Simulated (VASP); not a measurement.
Consider the following.

```xyz
2
Lattice="3.2702 0.0000 0.0000 0.0000 3.2702 0.0000 0.0000 0.0000 3.2702" Properties=species:S:1:pos:R:3 pbc="T T T"
In     1.6351     1.6351     1.6351
Pd     0.0000     0.0000     0.0000
```

These are TPSS meta-GGA, VASP's PBE PAW potentials (set 64) (plane waves; VASP) values and carry that method's errors. Numerical set-up: 520 eV cut-off, 13×13×13 Γ-centred mesh, tetrahedra with Blöchl corrections, potentials In_d Pd.

Unless said otherwise, spin-orbit coupling is left out, though it shifts the bands of the heavy elements here.

### Question
Tabulate the total density of states (states/eV per cell) against energy (eV; zero at the valence-band maximum or, without a gap, the Fermi level).

### Answer

(E (eV), DOS (states/eV)): (-9.98, 0.07); (-9.38, 0.17); (-8.90, 0.23); (-8.30, 0.30); (-7.70, 0.40); (-7.22, 0.52); (-6.62, 0.96); (-6.02, 0.55); (-5.54, 0.38); (-4.94, 0.49); (-4.34, 2.62); (-3.86, 5.22); (-3.26, 5.69); (-2.66, 5.80); (-2.18, 1.34); (-1.58, 0.35); (-0.98, 1.23); (-0.50, 0.85); (0.10, 0.73); (0.70, 0.47); (1.18, 0.48); (1.78, 0.67); (2.38, 0.84); (2.86, 0.76); (3.46, 0.86)
Within 2 eV below the Fermi level the largest weight inside VASP's projection spheres is Pd d.

The compound is PdIn in the CsCl type structure. It was relaxed first. The electron count is odd and the run is not spin-polarised, which forces a metal.
